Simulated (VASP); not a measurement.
Computed with LDA (Ceperley-Alder, Perdew-Zunger), VASP's LDA PAW potentials (set 64) (plane waves; VASP).

A VASP calculation is set up with these files.

File POSCAR:
```
Bi
1.0
  4.0480042592  -2.2477943458  -0.0225921506
  4.0480042592   2.2477943458  -0.0225921506
  2.8204585818   0.0000000000   3.6721167905
Bi
2
Direct
  0.2372000676   0.2372000676   0.2372000676
  0.7627999324   0.7627999324   0.7627999324
```

INCAR:
```
# general
SYSTEM  = Bi
PREC    = Accurate
ENCUT   = 400
LREAL   = F
LASPH   = T

# electronic loop
EDIFF   = 1E-6
NELM    = 100
ALGO    = Normal
LMAXMIX = 4

# smearing
ISMEAR  = 1
SIGMA   = 0.1

# ions
IBRION  = 2
NSW     = 60
ISIF    = 3
EDIFFG  = -0.01

# output
LWAVE   = F
LCHARG  = F
```

**KPOINTS**
```
Regular mesh
0
G
 9 9 9
```

POTCAR, in this order: Bi_d (LDA.64 set). Program: vasp_std.

Output of the run:

File OSZICAR:
```
       N       E                     dE             d eps       ncg     rms          rms(c)
DAV:   1     0.274041338963E+03    0.27404E+03   -0.14715E+04  3230   0.164E+03
DAV:   2     0.129562172145E+02   -0.26109E+03   -0.25721E+03  3242   0.424E+02
DAV:   3    -0.840188144779E+01   -0.21358E+02   -0.20973E+02  3755   0.147E+02
DAV:   4    -0.911925719747E+01   -0.71738E+00   -0.71590E+00  3604   0.298E+01
DAV:   5    -0.915486149795E+01   -0.35604E-01   -0.35603E-01  4410   0.579E+00    0.106E+00
DAV:   6    -0.914018143713E+01    0.14680E-01   -0.20626E-02  3960   0.167E+00    0.613E-01
DAV:   7    -0.913338435582E+01    0.67971E-02   -0.13153E-02  3808   0.140E+00    0.105E-01
DAV:   8    -0.913330717256E+01    0.77183E-04   -0.13547E-03  3448   0.490E-01    0.170E-02
DAV:   9    -0.913331169849E+01   -0.45259E-05   -0.59108E-05  4858   0.711E-02    0.819E-03
DAV:  10    -0.913331131034E+01    0.38815E-06   -0.24413E-06  2734   0.113E-02
   1 F= -.91333113E+01 E0= -.91333060E+01  d E =-.913331E+01
       N       E                     dE             d eps       ncg     rms          rms(c)
DAV:   1    -0.913410688475E+01   -0.79519E-03   -0.22796E-02  3566   0.240E+00    0.145E-01
DAV:   2    -0.913345070896E+01    0.65618E-03   -0.13648E-03  3521   0.609E-01    0.605E-02
DAV:   3    -0.913332341226E+01    0.12730E-03   -0.56142E-04  4206   0.361E-01    0.858E-03
DAV:   4    -0.913332335370E+01    0.58564E-07   -0.18414E-05  3371   0.479E-02    0.339E-03
DAV:   5    -0.913332355711E+01   -0.20342E-06   -0.30283E-06  2668   0.247E-02
   2 F= -.91333236E+01 E0= -.91333171E+01  d E =-.122468E-04
```

File OUTCAR:
```
------------------------ aborting loop because EDIFF is reached ----------------------------------------
  FORCE on cell =-STRESS in cart. coord.  units (eV):
  Direction    XX          YY          ZZ          XY          YZ          ZX
  --------------------------------------------------------------------------------------
  Total       -0.0021787      0.0113218      0.0098315      0.0000000      0.0000000     -0.0044855
  in kB       -0.0520867      0.2706740      0.2350457      0.0000000      0.0000000     -0.1072354
  external PRESSURE =       0.1512110 kB  Pullay stress =       0.0000000 kB
  volume of cell :       67.02
      direct lattice vectors                 reciprocal lattice vectors
     4.044961615 -2.247081633 -0.023169449     0.123069374 -0.222510830 -0.094482492
     4.044961615  2.247081633 -0.023169449     0.123069374  0.222510830 -0.094482492
     2.817805158  0.000000000  3.670368002     0.001553768  0.000000000  0.271259390
 POSITION                                       TOTAL-FORCE (eV/Angst)
 -----------------------------------------------------------------------------------
      2.58725      0.00000      0.85960         0.006112      0.000000      0.002031
      8.32048      0.00000      2.76443        -0.006112      0.000000     -0.002031
 -----------------------------------------------------------------------------------
    total drift:                                0.000000      0.000000      0.000000
  FREE ENERGIE OF THE ION-ELECTRON SYSTEM (eV)
  ---------------------------------------------------
  free  energy   TOTEN  =        -9.1333235571 eV

  energy  without entropy=       -9.1333040603  energy(sigma->0) =       -9.13331706

 reached required accuracy - stopping structural energy minimisation
```
(Selected blocks of OUTCAR.)

File CONTCAR:
```
Bi
   1.00000000000000
     4.0449616149408438   -2.2470816330291687   -0.0231694494930190
     4.0449616149408438    2.2470816330291687   -0.0231694494930190
     2.8178051582195454    0.0000000000000000    3.6703680023679266
  Bi
     2
Direct
     0.2371943244909903    0.2371943244909903    0.2371943244909903
     0.7628056755090097    0.7628056755090097    0.7628056755090097
```

The compound is Bi in the a7 structure. This run relaxes it. Symmetry was kept, so distortions that lower it aren't found. The start is the result of an earlier pass.
